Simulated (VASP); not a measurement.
Level of theory: SCAN meta-GGA, VASP's PBE PAW potentials (set 64) (plane waves; VASP 6.6.1).

The input files of a VASP run:

KPOINTS:
```
Automatic mesh
0
Gamma
9 9 9
0 0 0
```

File POSCAR:
```
Ni3Si
1
    3.3802386874     0.0000000000     0.0000000000
    0.0000000000     3.3802386874     0.0000000000
    0.0000000000     0.0000000000     3.3802386874
Si Ni
1 3
Direct
  0.0000000000   0.0000000000   0.0000000000
  0.0000000000   0.5000000000   0.5000000000
  0.5000000000   0.0000000000   0.5000000000
  0.5000000000   0.5000000000   0.0000000000
```

**INCAR**
```
SYSTEM = Ni3Si
PREC = Accurate
ENCUT = 520
EDIFF = 1E-7
NELM = 100
ALGO = Normal
LREAL = .FALSE.
LASPH = .TRUE.
ISMEAR = 1
SIGMA = 0.1
METAGGA = SCAN
LMIXTAU = .TRUE.
LMAXMIX = 4
LWAVE = .FALSE.
LCHARG = .FALSE.
ISIF = 2
```

POTCAR, in this order: Si Ni (PBE.64 set). Program: vasp_std.

Output

### OUTCAR
```
 ion  position               nearest neighbor table
   1  0.000  0.000  0.000-   2 2.39   3 2.39   4 2.39   2 2.39   3 2.39   2 2.39   4 2.39   2 2.39
                             3 2.39   4 2.39   3 2.39   4 2.39
   2  0.000  0.500  0.500-   1 2.39   3 2.39   4 2.39   1 2.39   4 2.39   1 2.39   3 2.39   1 2.39
                             3 2.39   4 2.39   4 2.39   3 2.39
   3  0.500  0.000  0.500-   1 2.39   2 2.39   4 2.39   1 2.39   4 2.39   2 2.39   4 2.39   4 2.39
                             1 2.39   2 2.39   1 2.39   2 2.39
   4  0.500  0.500  0.000-   1 2.39   2 2.39   3 2.39   2 2.39   3 2.39   1 2.39   3 2.39   3 2.39
                             1 2.39   2 2.39   2 2.39   1 2.39
  LATTYP: Found a simple cubic cell.
 ALAT       =     3.3802386874
 Subroutine PRICEL returns:
 Original cell was already a primitive cell.
 Subroutine GETGRP returns: Found 48 space group operations
The static configuration has the point symmetry O_h .
The dynamic configuration has the point symmetry O_h .
 Subroutine INISYM returns: Found 48 space group operations
 Subroutine IBZKPT returns following result:
 Found     35 irreducible k-points:

 Following reciprocal coordinates:
            Coordinates               Weight
  0.000000  0.000000  0.000000      1.000000
  0.111111  0.000000  0.000000      6.000000
  0.222222  0.000000  0.000000      6.000000
...
```

OSZICAR:
```
       N       E                     dE             d eps       ncg     rms          rms(c)
DAV:   1     0.173363577684E+03    0.17336E+03   -0.16535E+04  1478   0.230E+03
DAV:   2    -0.553644428220E+02   -0.22873E+03   -0.22026E+03  1470   0.393E+02
DAV:   3    -0.675319655493E+02   -0.12168E+02   -0.11755E+02  1585   0.124E+02
DAV:   4    -0.677789735534E+02   -0.24701E+00   -0.24551E+00  1731   0.155E+01
DAV:   5    -0.677872868006E+02   -0.83132E-02   -0.83125E-02  1746   0.277E+00    0.231E+01
DAV:   6    -0.635825680450E+02    0.42047E+01   -0.62251E+01  1670   0.138E+02    0.169E+01
DAV:   7    -0.602312981324E+02    0.33513E+01   -0.17632E+01  1643   0.715E+01    0.544E+00
DAV:   8    -0.601556886417E+02    0.75609E-01   -0.60350E-01  1520   0.672E+00    0.225E+00
DAV:   9    -0.601255221725E+02    0.30166E-01   -0.18841E-01  1714   0.687E+00    0.590E-01
DAV:  10    -0.601366046180E+02   -0.11082E-01   -0.37621E-02  1541   0.212E+00    0.281E-01
DAV:  11    -0.601373325155E+02   -0.72790E-03   -0.64821E-03  1579   0.915E-01    0.112E-01
DAV:  12    -0.601379109256E+02   -0.57841E-03   -0.36482E-03  1568   0.641E-01    0.619E-02
DAV:  13    -0.601384951350E+02   -0.58421E-03   -0.22050E-03  1555   0.567E-01    0.442E-02
DAV:  14    -0.601382353087E+02    0.25983E-03   -0.53173E-04  1540   0.271E-01    0.171E-02
DAV:  15    -0.601380933799E+02    0.14193E-03   -0.10380E-04  1651   0.134E-01    0.830E-03
DAV:  16    -0.601380795608E+02    0.13819E-04   -0.30001E-05  1565   0.666E-02    0.347E-03
DAV:  17    -0.601380539703E+02    0.25591E-04   -0.50623E-06  1615   0.276E-02    0.271E-03
DAV:  18    -0.601380691891E+02   -0.15219E-04   -0.49123E-06  1550   0.276E-02    0.175E-03
DAV:  19    -0.601380601998E+02    0.89893E-05   -0.18097E-06  1530   0.168E-02    0.808E-04
DAV:  20    -0.601380578626E+02    0.23373E-05   -0.17093E-07  1123   0.559E-03    0.250E-04
DAV:  21    -0.601380565897E+02    0.12728E-05   -0.40383E-08   870   0.269E-03    0.167E-04
DAV:  22    -0.601380568007E+02   -0.21101E-06   -0.59462E-09   830   0.105E-03    0.137E-04
DAV:  23    -0.601380561981E+02    0.60267E-06   -0.20891E-09   825   0.615E-04    0.993E-05
DAV:  24    -0.601380563779E+02   -0.17981E-06   -0.20392E-09   815   0.606E-04    0.535E-05
DAV:  25    -0.601380563068E+02    0.71106E-07   -0.79119E-10   810   0.382E-04
   1 F= -.60138056E+02 E0= -.60137890E+02  d E =-.499035E-03
```

**OUTCAR**
```
------------------------ aborting loop because EDIFF is reached ----------------------------------------
  FORCE on cell =-STRESS in cart. coord.  units (eV):
  Direction    XX          YY          ZZ          XY          YZ          ZX
  --------------------------------------------------------------------------------------
  Total        4.3585182      4.3585182      4.3585182     -0.0000000     -0.0000000     -0.0000000
  in kB      180.8037134    180.8037134    180.8037134     -0.0000000     -0.0000000     -0.0000000
  external PRESSURE =     180.8037134 kB  Pullay stress =       0.0000000 kB
  volume of cell :       38.62
      direct lattice vectors                 reciprocal lattice vectors
     3.380238687  0.000000000  0.000000000     0.295837097  0.000000000  0.000000000
     0.000000000  3.380238687  0.000000000     0.000000000  0.295837097  0.000000000
     0.000000000  0.000000000  3.380238687     0.000000000  0.000000000  0.295837097
 POSITION                                       TOTAL-FORCE (eV/Angst)
 -----------------------------------------------------------------------------------
      0.00000      0.00000      0.00000         0.000000      0.000000      0.000000
      0.00000      1.69012      1.69012         0.000000      0.000000      0.000000
      1.69012      0.00000      1.69012         0.000000      0.000000      0.000000
      1.69012      1.69012      0.00000         0.000000      0.000000      0.000000
 -----------------------------------------------------------------------------------
    total drift:                                0.000000      0.000000      0.000000
  FREE ENERGIE OF THE ION-ELECTRON SYSTEM (eV)
  ---------------------------------------------------
  free  energy   TOTEN  =       -60.1380563068 eV

  energy  without entropy=      -60.1375572718  energy(sigma->0) =      -60.13788996
```
(Selected blocks of OUTCAR.)

The compound is Ni3Si in the L1_2 structure. This cell is one point of a volume scan, at 0.94 of the reference volume. The run is not spin-polarised, so no magnetic state was tried.
